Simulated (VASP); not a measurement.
Consider the following.

```
Li2O
1.0
    0.00000     2.29997     2.29997
    2.29997     0.00000     2.29997
    2.29997     2.29997     0.00000
Li O
2 1
Direct
  0.25000   0.25000   0.25000
  0.75000   0.75000   0.75000
  0.00000   0.00000   0.00000
```

These are vdW-DF-cx, VASP's PBE PAW potentials (set 64) (plane waves; VASP) values and carry that method's errors. Settings: 520 eV cut-off, 8×8×8 Γ-centred mesh, Gaussian smearing of 0.050 eV, potentials Li_sv O.

Energy and stress use the plane-wave basis of the starting cell.

Question: The ions, cell shape and volume are relaxed. What does this cell relax into?

Answer: 
```
Li2O
1.0
    0.00000     2.31853     2.31853
    2.31853     0.00000     2.31853
    2.31853     2.31853     0.00000
Li O
2 1
Cartesian
  1.15926   1.15926   1.15926
  3.47779   3.47779   3.47779
  0.00000   0.00000   0.00000
```
Space group Fm-3m (225), at a tolerance of 0.03 Å.

Question: How do energy and volume change from the first to the last step?

Answer: The energy (σ→0) changes by -1.5 meV/atom and the volume by +2.4 %, in 3 ionic steps.

The compound is Li2O in the antifluorite structure. This run relaxes it. Symmetry was kept, so distortions that lower it aren't found.
